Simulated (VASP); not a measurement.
Wanted: the native input for a VASP 6.6.1 run.

```yaml
Task: relaxation of cell and atoms
Functional: PBE
Potentials_or_basis: VASP PAW PBE potentials, release 64 (Be, Zn, O)
Cutoff: 520 eV
k_mesh: 4 × 4 × 4
Occupations: gaussian, width 0.15 eV
Spin: no spin polarisation
Further_INCAR_settings: PREC = Normal; ALGO = Fast; EDIFF = 0.0001; IBRION = 2; EDIFFG = -0.08; NSW = 24; ISIF = 3
```

The structure of Be2ZnO3 lies in POSCAR:

```
Be2ZnO3
1.0
    2.2869973700     -3.7238985200      0.0000000000
    2.2869973700      3.7238985200      0.0000000000
    0.0000000000      0.0000000000      3.4330106200
Be Zn O
2 1 3
Direct
    0.0000000000      0.5000000000      0.5000000000
    0.5000000000      0.0000000000      0.5000000000
    0.5000000000      0.5000000000      0.0000000000
    0.1558577600      0.8441422400      0.0000000000
    0.8441422400      0.1558577600      0.0000000000
    0.0000000000      0.0000000000      0.5000000000
```

The cell was built by a generator and needn't be a form met in nature.

These files were run (other wordings do the same):

INCAR

```
SYSTEM = Be2ZnO3
PREC = Normal
ENCUT = 520
EDIFF = 1E-4
ISMEAR = 0
SIGMA = 0.15
LREAL = .FALSE.
LASPH = .TRUE.
NELM = 60
ALGO = Fast
ISIF = 3
LWAVE = .FALSE.
LCHARG = .FALSE.
GGA = PE
IBRION = 2
NSW = 24
EDIFFG = -0.08
```

KPOINTS

```
Automatic mesh
0
G
  4 4 4
  0 0 0
```

Potentials or basis: VASP PAW PBE potentials, release 64 (Be, Zn, O).

Launch:

```console
$ cat potpaw_PBE.64/Be/POTCAR potpaw_PBE.64/Zn/POTCAR potpaw_PBE.64/O/POTCAR > POTCAR
$ mpirun -np 1 vasp_std > vasp.out
```

It gave:

- Relaxed volume: 8.58 Å³/atom
- Relaxed cell: a = 5.175 Å, b = 5.175 Å, c = 2.517 Å, α = 90.00°, β = 90.00°, γ = 130.21°
- Space group after relaxing (to 0.05 Å): Cmmm (No. 65)
- Energy gained by relaxing: 1449.9 meV/atom
- Ionic steps: 23
- Pressure after relaxing: -0.5 GPa
- Largest force after relaxing: 0.044 eV/Å
- Band gap on the k mesh: none (metal or under the smearing width)

Caveat: the k mesh is coarse (spacing up to 0.46 Å⁻¹), so the values aren't converged; the relaxation stopped at a loose force limit of 0.08 eV/Å, so its end isn't a converged minimum.

It took 88 s on 1 thread of Intel(R) Xeon(R) 6975P-C (Granite Rapids), with other jobs on the host, peak memory 0.15 GiB.
